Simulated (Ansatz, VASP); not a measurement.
# GaAsN2 (CuAu-ordered zincblende type (invented)): VASP beside Ansatz, part 2 of 2

One calculation is typed for both programs; each brings its own data sets. How far apart do they land? The cell is generated by rule, not measured, and may not be a known phase. Of the first pair: The two relaxations start from unlike cells of this crystal (the structure described is Ansatz's start), so only their ends are compared.

VASP 6.6.1 and Ansatz 0.2.0.

So far: Set-up; VASP: relaxation of cell and atoms, PBEsol, pair 1.

**3. Ansatz: relaxation of cell and atoms, PBEsol, pair 1**

Level of this step: Ansatz beside VASP: Kohn-Sham DFT, plane waves, PBEsol (Ansatz).

Ansatz runs on its default PAW (the set named soft_2) files.

Its own start cell and the same functional, mesh and smearing now go to Ansatz, which takes its cutoff from its data sets.

File input.yaml:

```yaml
crystal:
  lattice:
    - [3.17225, 0.0, 0.0]
    - [0.0, 3.17225, 0.0]
    - [0.0, 0.0, 4.48624]
  atoms:
    - { symbol: Ga, position: [0.0, 0.0, 0.0] }
    - { symbol: As, position: [0.5, 0.5, 0.5] }
    - { symbol: "N", position: [0.0, 0.5, 0.25] }
    - { symbol: "N", position: [0.5, 0.0, 0.75] }
kpoints:
  mp_grid: { grid: [6, 6, 4] }
hamiltonian:
  xc: pbesol
scf:
  occupations: { method: gaussian, width: 0.1 }
output:
  forces: true
  stress: true
  eigenvalues: true
relax:
  adjacent_minimum: "off"
  f_tol: 0.05
  max_steps: 80
  cell: { stress_tol: 0.5 }
```

Started as:

```
$ ansatz run input.yaml --threads 2 --pin off --max-ram 5120MiB --backend cpu --events-out ev --progress --plain --runs-dir out
```

Numbers of over 12 decimals in the logs are rounded to 6 here.

The log of the run:

```text
The last accepted step is kept in <dir> (removed where the run ends without a failure and the disk answers)
Engine: ansatz 0.2.0, x86_64-unknown-linux-gnu
Pseudopotentials: kind: paw
Pseudopotential: Ga, paw, valence charge 13, recommended cutoff 420 eV (normal), Ga.paw.azcp
Pseudopotential: As, paw, valence charge 15, recommended cutoff 420 eV (normal), As.paw.azcp
Pseudopotential: N, paw, valence charge 5, recommended cutoff 420 eV (normal), N.paw.azcp
Functional definition: PBEsol
  exchange = pbesol_x
  correlation = pbesol_c
Crystal: 4 atoms, lattice volume = 45.146 Å³
Basis set: ecut = 420 eV, 903 PW (Γ), exchange–correlation on 48×48×60 points (8 copies of the dense FFT grid, shifted against one another)
Bands: 23, of which v1, the nominal top of the filled ones, is band 19 counted from 1 (18 counted from 0)
Symmetry: 8 space group operations
Space group: P-4m2 (ITA 115), of the structure as read, at distance tolerance 3.6e-5 Å
k-points: 30 of 144 (time reversal used)
Non-local potential: Ga, projectors of the file, l = 0: 2, l = 1: 2, l = 2: 3, l = 3: 1
Non-local potential: As, projectors of the file, l = 0: 2, l = 1: 2, l = 2: 3, l = 3: 1
Non-local potential: N, projectors of the file, l = 0: 2, l = 1: 2, l = 2: 1
PAW form: soft (Blöchl's): semilocal exchange-correlation on the pseudo side does not see the compensation charge
PAW frozen core: Ga, regenerated for the run's functional, and the local potential with it (the file was generated under x = pbe(κ = 0.804, μ = 0.219515), c = pbe(β = 0.066725))
PAW frozen core: As, regenerated for the run's functional, and the local potential with it (the file was generated under x = pbe(κ = 0.804, μ = 0.219515), c = pbe(β = 0.066725))
PAW frozen core: N, regenerated for the run's functional, and the local potential with it (the file was generated under x = pbe(κ = 0.804, μ = 0.219515), c = pbe(β = 0.066725))
PAW one-centre angular grid: Ga, 590 points (default); XC on 64 Gauss nodes
PAW one-centre angular grid: As, 590 points (default); XC on 64 Gauss nodes
PAW one-centre angular grid: N, 110 points (default); XC on 64 Gauss nodes
Initial density: superposition of atomic densities (neutral atoms: chi_scale 0, normalization atom), corrected by the library's trained network
Initial wavefunctions: pseudopotential atomic-orbital guess
Functional: x = pbesol(κ = 0.804, μ = 0.123457), c = pbesol(β = 0.046)
SCF iter   1: F=—  HF=-9311.049208 eV  |F-HF|=—  |Δ(HF+E_count)|=         —  Δρ=1.94e-2  dr2=2.05e-1  ethr=1.77e-3  ⟨swp⟩=5.1  Hψ=3088  notcnv=0
preconditioner: auto → Kerker (q_TF=auto, 2.651 Å⁻¹)  [metal: Δε(μ)=0.018 eV  Ē_g=14.652 eV  σ=0.100 eV  W_gap=0.10  n_scr=14 (ndim 8)  ℏωp=29.2 eV  f_vac=0.005  D(μ)=1.78/eV (n_scr^D=14)]
SCF iter   2: F=—  HF=-9311.003068 eV  |F-HF|=—  |Δ(HF+E_count)|=   4.61e-2  Δρ=6.51e-3  dr2=2.83e-2  ethr=5.39e-4  ⟨swp⟩=2.0  Hψ=1058  notcnv=0  defer=3
SCF iter   3: F=—  HF=-9310.998274 eV  |F-HF|=—  |Δ(HF+E_count)|=   4.79e-3  Δρ=3.32e-3  dr2=8.18e-3  ethr=7.44e-5  ⟨swp⟩=1.2  Hψ=701  notcnv=0  defer=3
SCF iter   4: F=—  HF=-9310.996937 eV  |F-HF|=—  |Δ(HF+E_count)|=   1.34e-3  Δρ=9.28e-4  dr2=5.35e-4  ethr=2.15e-5  ⟨swp⟩=3.0  Hψ=1266  notcnv=0  defer=3
SCF iter   5: F=—  HF=-9310.996577 eV  |F-HF|=—  |Δ(HF+E_count)|=   3.60e-4  Δρ=5.30e-4  dr2=1.28e-4  ethr=1.41e-6  ⟨swp⟩=2.0  Hψ=1258  notcnv=0  defer=3
SCF iter   6: F=—  HF=-9310.996580 eV  |F-HF|=—  |Δ(HF+E_count)|=   3.25e-6  Δρ=1.66e-4  dr2=1.53e-5  ethr=3.38e-7  ⟨swp⟩=2.1  Hψ=1137  notcnv=0  defer=3
SCF iter   7: F=—  HF=-9310.996589 eV  |F-HF|=—  |Δ(HF+E_count)|=   8.51e-6  Δρ=8.40e-5  dr2=5.17e-6  ethr=4.02e-8  ⟨swp⟩=2.0  Hψ=1250  notcnv=0  defer=3
SCF iter   8: F=—  HF=-9310.996588 eV  |F-HF|=—  |Δ(HF+E_count)|=   5.25e-7  Δρ=2.85e-5  dr2=6.52e-7  ethr=1.36e-8  ⟨swp⟩=2.7  Hψ=1098  notcnv=0  defer=3
SCF iter   9: F=-9310.996588 eV  HF=-9310.996588 eV  |F-HF|=3.34e-9  |Δ(HF+E_count)|=  4.51e-10  Δρ=6.52e-6  dr2=2.16e-8  ethr=2.63e-10  ⟨swp⟩=3.4  Hψ=2714  notcnv=0
the search or the solves at the SCF's close seem to have found levels that the self-consistency loop had missed (the run counts 1). By its estimate they hold under 1e-12 electrons; where the run keeps them, the occupations were computed again with them
SCF 1 converged in 9 iterations: F = -9310.996588 eV  dr2 = 2.16e-8
  greatest PAW one-centre occupation: 1.000 electrons in one spin orbital (limit 2), on the As atom at site 1 (counted from 0), in its partial waves of l = 2
relax step   1: F+E_penalty+E_count = -9310.99658809 eV  Δ(F+E_penalty+E_count) = +0.000e0 eV  max|allowed force component| = 7.878e-1 eV/Å  Δτ_max = 0.0000 Å  P = +26.820 GPa  Ω = 45.146 Å³  (9 SCF iters, dr2 threshold 1.00e-7 eV, accepted)
[...]
relax step  12: F+E_penalty+E_count = -9311.68589819 eV  Δ(F+E_penalty+E_count) = -4.013e-2 eV  max|allowed force component| = 5.584e-3 eV/Å  Δτ_max = 0.0000 Å  P = +1.136 GPa  Ω = 52.458 Å³  stress off target by 1.19e0 GPa  SCF on the basis re-selected at this cell (its energy is not comparable with the rows above)  (7 SCF iters)
[...]
relax step  13: F+E_penalty+E_count = -9311.68639576 eV  Δ(F+E_penalty+E_count) = -4.976e-4 eV  max|allowed force component| = 1.316e-2 eV/Å  Δτ_max = 0.0005 Å  P = +0.058 GPa  Ω = 52.888 Å³  energy of the carried Pulay correction = -1.098e-3 eV  (6 SCF iters, dr2 threshold 4.00e-7 eV, accepted)
[...]
relax step  14: F+E_penalty+E_count = -9311.68751585 eV  Δ(F+E_penalty+E_count) = -1.120e-3 eV  max|allowed force component| = 1.312e-2 eV/Å  Δτ_max = 0.0000 Å  P = +0.068 GPa  Ω = 52.888 Å³  stress off target by 8.86e-2 GPa  SCF on the basis re-selected at this cell (its energy is not comparable with the rows above)  (6 SCF iters)
basis re-selected at this cell: Δ(F+E_penalty+E_count) = -1.120e-3 eV, ΔP = +0.010 GPa vs the last step (what re-selecting the basis moved, of the pressure what is left beyond the Pulay correction that the steps carried, after the strain that the cell walked since its last selection, with what the two solves' SCF thresholds leave and, on support functions, any second-order correction that the steps lacked; it is no m [...]
SCF converged after 6 iterations
Free energy (F): -9311.687516 eV
Harris-Foulkes:  -9311.687516 eV  (|F-HF|=1.06e-10)
Internal energy: -9311.678485 eV  (E = F + TS)
E sigma→0 (E₀):  -9311.683001 eV
Entropy (-TS):   -0.009031 eV (-2.258 meV/atom)
Fermi energy:    10.825619 eV
--- Per-component energies (eV) ---
  E_band       = -254.051486
  E_kinetic    = 473.491107
  E_local      = -3828.488289  (includes V_loc(G=0)·N_el)
  E_nonlocal   = -145.922164
  E_hartree    = 1878.095121
  E_xc         = -264.413209
  E_vxc        = -286.965987  (∫ρ·V_xc dr)
  E_paw        = -3989.200157  (= ΣΔE_a)
  E_vpaw       = -222.356728  (= ΣTr[D̂ρ^β])
  E_aug_tail   = 0.000084  (compensation charges beyond the density's cutoff)
  E_ewald      = -3437.126582
  E_core_change = 1.885604  (= ΣΔE_core)
  E_smearing   = -0.009031  (= −TS)
  E_closure    = 0.000000  (closes the sum)
  Σ components = -9311.687516   (vs F -9311.687516, Δ=0.00e0)
--- Forces (eV/Å), atoms counted from 1 ---
  atom   1  Ga     0.00000000     0.00000000    -0.00000000
  atom   2  As    -0.00000000    -0.00000000     0.00000000
  atom   3  N      0.00000000     0.00000000    -0.01312233
  atom   4  N      0.00000000     0.00000000     0.01312233
  max |Σ_I F_I| component: 1.10e-15 eV/Å
--- Stress (GPa, compression-positive) ---
        0.088630       0.000000       0.000000
        0.000000       0.088630       0.000000
        0.000000       0.000000       0.025473
  P = ⅓ Tr σ = 0.0676 GPa (0.676 kbar)
--- Band table (eV; the first three rows and the last of 30) ---
  k-point 0: bands = [... 15 lower, 7.7218, 7.7722, 8.0963, 8.0963, 10.3632, 12.6460, 13.9076, 13.9076]
  k-point 1: bands = [... 15 lower, 5.9786, 7.5816, 7.5816, 9.2877, 10.7867, 12.8634, 14.2792, 14.2792]
  k-point 2: bands = [... 15 lower, 6.3361, 6.7675, 6.7675, 10.3810, 10.6330, 13.4294, 14.1120, 14.6414]
  k-point 29: bands = [... 15 lower, 4.4876, 4.4876, 5.1996, 11.4845, 12.6733, 12.6733, 16.3468, 16.3468]
--- Relaxed structure (12 steps of the walk, 11 accepted, 2 SCFs on fresh bases) ---
  F+E_penalty+E_count = -9311.68751585 eV   max|allowed force component| = 1.312e-2 eV/Å   (the final SCF, on the basis selected at the relaxed cell)
  cell:  # Å, volume = 52.8882 Å³
    - [3.345664, 0, 0]
    - [0, 3.345664, 0.0]
    - [0, 0.0, 4.724918]
  atoms:
    - { symbol: Ga, position: [0, 0, 1.450036786911317e-19] }
    - { symbol: As, position: [0.500000, 0.500000, 0.5] }
    - { symbol: N, position: [0, 0.500000, 0.223387] }
    - { symbol: N, position: [0.500000, 0, 0.776613] }
```

The column dr2 measures how far the density is from self-consistency, as an energy; F and HF (Harris–Foulkes) agree once it is small.

**4. Differences**

Known differences besides the potentials themselves: the data sets hold 38 valence electrons in Ansatz (on its default PAW (the set named soft_2) files) and 28 in VASP; the cutoff is 420 eV in Ansatz and 600 eV in VASP; Ansatz makes its cores anew for this functional, VASP keeps those of its PBE data sets; Ansatz adds a Pulay correction to the stress that steers its cell, VASP none. Total energies have different zeros and are not compared.

Both answers:

| quantity | Ansatz | VASP | difference |
| --- | --- | --- | --- |
| volume (Å³) | 52.89 | 52.94 | -0.09 % |
| edge a after relaxation, in the typed setting (Å) | 3.346 | 3.344 | +0.04 % |
| edge c after relaxation, in the typed setting (Å) | 4.725 | 4.733 | -0.18 % |

**5. VASP: relaxation of cell and atoms, PBEsol, pair 2**

The relaxed volume is the usual yardstick between codes: in a stiff, nearly cubic crystal its relative difference is about their pressure difference at one cell divided by the bulk modulus. Its start cell is another than that of the pair before, and may be another structure of the material.

File INCAR:

```
SYSTEM = GaAsN2
PREC = Accurate
ENCUT = 600
EDIFF = 1E-07
NELM = 120
ISMEAR = 0
SIGMA = 0.1
LREAL = .FALSE.
ALGO = Normal
GGA = PS
NBANDS = 20
LORBIT = 11
LWAVE = .FALSE.
LCHARG = .FALSE.
ISIF = 3
IBRION = 2
NSW = 80
EDIFFG = -0.005
LASPH = .TRUE.
GGA_COMPAT = .FALSE.
NELMIN = 4
```

File POSCAR:

```
GaAsN2
1.0
    3.3456640000      0.0000000000      0.0000000000
    0.0000000000      3.3456640000      0.0000000000
    0.0000000000      0.0000000000      4.7249180000
Ga As N
1 1 2
Direct
    0.0000000000      0.0000000000      0.0000000000
    0.5000000000      0.5000000000      0.5000000000
    0.0000000000      0.5000000000      0.2233867339
    0.5000000000      0.0000000000      0.7766130544
```

File KPOINTS:

```
Automatic mesh
0
Gamma
12 12 10
0 0 0
```

The projector-augmented-wave data sets are Ga_d, As and N (PBE family, release 64).

Started as:

```
$ mpirun -np 1 vasp_std
```

The log of the run:

```text
[banner, memory and clock lines left out]
running    1 mpi-ranks, on    1 nodes
[...]
[... a notice as in an earlier step ...]

 LDA part: xc-table for (Slater+PW92), standard interpolation
 POSCAR, INCAR and KPOINTS ok, starting setup
[...]
entering main loop
       N       E                     dE             d eps       ncg     rms          rms(c)
DAV:   1     0.217443053693E+03    0.21744E+03   -0.15121E+04  7184   0.215E+03
DAV:   2     0.862555555665E+00   -0.21658E+03   -0.20586E+03  7396   0.471E+02
DAV:   3    -0.266900118126E+02   -0.27553E+02   -0.26380E+02  8172   0.130E+02
DAV:   4    -0.277642900862E+02   -0.10743E+01   -0.10650E+01  8224   0.258E+01
[...]
DAV:  14    -0.242015536923E+02    0.25095E-06   -0.51984E-07  8216   0.993E-03    0.212E-03
DAV:  15    -0.242015535724E+02    0.11983E-06   -0.20095E-07  5588   0.529E-03    0.838E-04
DAV:  16    -0.242015536130E+02   -0.40545E-07   -0.58021E-08  4292   0.258E-03
   1 F= -.24201554E+02 E0= -.24198151E+02  d E =-.242016E+02
[... from here on, the cycles between the ionic steps are left out ...]
   2 F= -.24202071E+02 E0= -.24198894E+02  d E =-.517679E-03
   3 F= -.24202071E+02 E0= -.24198891E+02  d E =-.517610E-03
   7 F= -.24202300E+02 E0= -.24199190E+02  d E =-.122509E-04
   8 F= -.24202327E+02 E0= -.24199227E+02  d E =-.402099E-04
   9 F= -.24202342E+02 E0= -.24199243E+02  d E =-.545678E-04
  10 F= -.24202344E+02 E0= -.24199246E+02  d E =-.562801E-04
  11 F= -.24202351E+02 E0= -.24199247E+02  d E =-.712144E-05
  12 F= -.24202365E+02 E0= -.24199243E+02  d E =-.218443E-04
  13 F= -.24202365E+02 E0= -.24199203E+02  d E =-.219136E-04
  14 F= -.24202370E+02 E0= -.24199229E+02  d E =-.267410E-04
  15 F= -.24202370E+02 E0= -.24199227E+02  d E =-.267603E-04
  16 F= -.24202370E+02 E0= -.24199228E+02  d E =-.267719E-04
  17 F= -.24202373E+02 E0= -.24199227E+02  d E =-.259282E-05
  18 F= -.24202377E+02 E0= -.24199221E+02  d E =-.674984E-05
[...]
reached required accuracy - stopping structural energy minimisation
```

Parts of OUTCAR (step 5):

```text
  Total        0.0002939      0.0002939      0.0014805      0.0000000      0.0000000      0.0000000
  in kB        0.0088725      0.0088725      0.0446998      0.0000000      0.0000000      0.0000000
  external PRESSURE =       0.0208150 kB  Pullay stress =       0.0000000 kB

 POSITION                                       TOTAL-FORCE (eV/Angst)
 -----------------------------------------------------------------------------------
      0.00000      0.00000      0.00000         0.000000     -0.000000      0.000000
      1.67135      1.67135      2.37460        -0.000000      0.000000      0.000000
      0.00000      1.67135      1.05133         0.000000      0.000000      0.001471
      1.67135      0.00000      3.69786        -0.000000     -0.000000     -0.001471
 -----------------------------------------------------------------------------------
    total drift:                               -0.000000      0.000000      0.000697

  FREE ENERGIE OF THE ION-ELECTRON SYSTEM (eV)
  ---------------------------------------------------
  free  energy   TOTEN  =       -24.2023770536 eV

  energy  without entropy=      -24.1960654467  energy(sigma->0) =      -24.19922125

[... 1 part as in an earlier step ...]

[... 3 further parts left out ...]
[key lines of the parts left out:]
E-fermi :   6.2951
```

**6. Ansatz: relaxation of cell and atoms, PBEsol, pair 2**

The same cell, functional, mesh and smearing now go to Ansatz, which takes its cutoff from its data sets.

The cell is taken from a series of runs on this material, whose earlier steps may have relaxed, scaled, displaced or heated it; both programs get it as it stands.

File input.yaml:

```yaml
crystal:
  lattice:
    - [3.3456635578, 0.0, 0.0]
    - [0.0, 3.3456635578, 0.0]
    - [0.0, 0.0, 4.7249177791]
  atoms:
    - { symbol: Ga, position: [0.0, 0.0, 0.0] }
    - { symbol: As, position: [0.5, 0.5, 0.5] }
    - { symbol: "N", position: [0.0, 0.5, 0.2233868035] }
    - { symbol: "N", position: [0.5, 0.0, 0.7766131965] }
kpoints:
  mp_grid: { grid: [12, 12, 10] }
hamiltonian:
  xc: pbesol
scf:
  occupations: { method: gaussian, width: 0.1 }
output:
  forces: true
  stress: true
  eigenvalues: true
  write_density: true
  write_potential: true
  elf: true
  volumetric_format: npy
relax:
  adjacent_minimum: "off"
  f_tol: 0.005
  max_steps: 80
  cell: { stress_tol: 0.05 }
```

Started as:

```
$ ansatz run input.yaml --threads 2 --pin off --max-ram 5120MiB --backend cpu --events-out ev --progress --plain --runs-dir out
```

The log of the run:

```text
[...]
Crystal: 4 atoms, lattice volume = 52.888 Å³
Basis set: ecut = 420 eV, 1055 PW (Γ), exchange–correlation on 48×48×64 points (8 copies of the dense FFT grid, shifted against one another)
Bands: 23, of which v1, the nominal top of the filled ones, is band 19 counted from 1 (18 counted from 0)
Symmetry: 8 space group operations
[...]
k-points: 168 of 1440 (time reversal used)
[...]
--- Relaxed structure (3 steps of the walk, 3 accepted, 1 SCFs on fresh bases) ---
[...]
cell:  # Å, volume = 53.0312 Å³
    - [3.352088, 0.0, 0]
    - [0.0, 3.352088, 0.0]
    - [0, 0.0, 4.719546]
  atoms:
    - { symbol: Ga, position: [0, 0.0, 0] }
    - { symbol: As, position: [0.5, 0.5, 0.500000] }
    - { symbol: N, position: [0, 0.5, 0.222746] }
    - { symbol: N, position: [0.5, 0.0, 0.777254] }
[key lines of the parts left out:]
SCF converged after 6 iterations
Free energy (F): -9311.684266 eV
Fermi energy:    10.771215 eV
P = ⅓ Tr σ = -0.0029 GPa (-0.029 kbar)
```

**7. Differences**

What differs besides the data sets and the points named for the pairs above, as far as they apply: the data sets hold 38 valence electrons in Ansatz (on its default PAW (the set named soft_2) files) and 28 in VASP. Total energies have different zeros and are not compared.

Compared:

| quantity | Ansatz | VASP | difference |
| --- | --- | --- | --- |
| volume (Å³) | 53.03 | 53.07 | -0.07 % |
| edge a after relaxation, in the typed setting (Å) | 3.352 | 3.343 | +0.28 % |
| edge c after relaxation, in the typed setting (Å) | 4.720 | 4.749 | -0.63 % |

**8. Results**

| Quantity | Value |
| --- | --- |
| difference in edge c after relaxation, in the typed setting (relaxation of cell and atoms, PBEsol, pair 1) | -0.18 % |
| difference in edge c after relaxation, in the typed setting (relaxation of cell and atoms, PBEsol, pair 2) | -0.63 % |

The difference in edge c after relaxation, in the typed setting is -0.63 % (relaxation of cell and atoms, PBEsol, pair 2), within the 1.2 % picked in this series as the mark of a large difference, as far as the stopping tolerances let one tell. The data sets hold unlike numbers of valence electrons (38 in Ansatz and 28 in VASP), so part of the differences comes from the potentials. How closely two codes agree says nothing of how well the functional describes the real material.

[Lines on the potential files, build, host, timing and source positions are cut from VASP's logs without a mark.]

[Logs are printed without paths, hosts, clocks, repeated set-up lines and the standing remarks that a program may print on its own settings, such as how far it seeks lower states.]

[Hosts, paths, dates, database ids (printed as entryN), source tags and the programs' standing remarks are cut or masked in the printed files.]
